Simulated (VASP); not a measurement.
Given:

```xyz
4
Lattice="1.6495 -2.8571 0.0000 1.6495 2.8571 0.0000 0.0000 0.0000 5.2998" Properties=species:S:1:pos:R:3 pbc="T T T"
Zn     1.6495    -0.9524     2.6522
Zn     1.6495     0.9524     0.0023
O      1.6495    -0.9524     4.6721
O      1.6495     0.9524     2.0222
```

Computed with SCAN meta-GGA, VASP's PBE PAW potentials (set 64) (plane waves; VASP 6.6.1). Numerical set-up: 520 eV cut-off, 8×8×4 Γ-centred mesh, Gaussian smearing of 0.050 eV, potentials Zn O.

### Question
What does the run give for the energy per atom (σ→0), pressure?

### Answer

```json
{
  "energy per atom (σ→0)": "-11.463 eV/atom",
  "pressure": "-7.64 GPa"
}
```

Total energies compare only between runs with the same potentials, cut-off and functional.

The compound is ZnO in the wurtzite structure. This cell is one point of a volume scan, at 1.06 of the reference volume.
